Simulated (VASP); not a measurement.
## AlBN: single point with PBE

AlBN:

```
CELL_PARAMETERS angstrom
4.33506 0.00000 0.00000
0.00000 4.33506 0.00000
0.00000 0.00000 2.66235
ATOMIC_POSITIONS crystal
Al 0.00000 0.00000 0.00000
B 0.50000 0.50000 0.00000
N 0.50000 0.50000 0.50000
```

The cell was built by a generator and needn't be a form met in nature.

```
Program             : VASP 6.6.1
Task                : single point
Functional          : PBE
Potentials or basis : VASP PAW PBE potentials, release 64 (Al, B, N)
Cutoff              : 520 eV
k mesh              : 10 × 10 × 18
Occupations         : gaussian, width 0.1 eV
Spin                : no spin polarisation
```

* Pressure: -0.2 GPa
* Band gap on the k mesh: none (metal or under the smearing width)

Stress tensor (GPa, compression positive):
```
-0.10  0.00  0.00
 0.00 -0.10  0.00
 0.00  0.00 -0.45
```

Levels at points of the mesh, in eV from the Fermi level:
| k point | band 1 | band 2 | band 3 | band 4 | band 5 | band 6 | band 7 | band 8 | band 9 | band 10 |
| --- | --- | --- | --- | --- | --- | --- | --- | --- | --- | --- |
| (0.00, 0.00, 0.00) | -18.10 | -9.48 | -6.46 | -6.42 | -6.42 | 2.01 | 2.01 | 2.86 | 4.02 | 7.48 |
| (0.50, 0.00, 0.00) | -18.05 | -9.48 | -8.04 | -6.26 | -4.01 | -1.49 | 0.95 | 5.45 | 6.55 | 7.55 |
| (0.50, 0.50, 0.00) | -18.01 | -9.47 | -7.06 | -7.06 | -5.81 | 0.85 | 0.85 | 3.77 | 9.31 | 9.31 |
| (0.00, 0.00, 0.50) | -17.46 | -11.19 | -3.15 | -3.15 | -1.68 | -1.27 | 0.28 | 0.28 | 6.78 | 6.78 |
| (0.50, 0.00, 0.50) | -17.44 | -11.11 | -3.88 | -3.08 | -2.41 | -0.47 | 0.70 | 2.56 | 3.20 | 4.54 |
| (0.50, 0.50, 0.50) | -17.42 | -11.05 | -3.45 | -3.45 | -1.18 | -0.92 | -0.92 | -0.35 | 6.05 | 6.05 |

Wall time 31 s on 1 thread of Intel(R) Xeon(R) 6975P-C (Granite Rapids), on a shared host, peak memory 0.25 GiB.
